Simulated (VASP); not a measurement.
Data:

```yaml
crystal:
  lattice:
    - [0.00000, 3.02940, 3.02940]
    - [3.02940, 0.00000, 3.02940]
    - [3.02940, 3.02940, 0.00000]
  atoms:
    - { symbol: Pb, position: [0.00000, 0.00000, 0.00000] }
    - { symbol: S, position: [0.50000, 0.50000, 0.50000] }
```

These are PBE GGA, VASP's PBE PAW potentials (set 64) (plane waves; VASP) values and carry that method's errors. Numerical set-up: 400 eV cut-off, 7×7×7 Γ-centred mesh, Gaussian smearing of 0.050 eV, potentials Pb_d S.

Problem. Give the stress tensor in GPa (positive for a compressed cell).

Solution. 
```
-1.33   0.00   0.00
 0.00  -1.33   0.00
 0.00   0.00  -1.33
```
The pressure is its mean diagonal, -1.33 GPa.

The compound is PbS in the rock salt structure. The cell was not relaxed at this level.
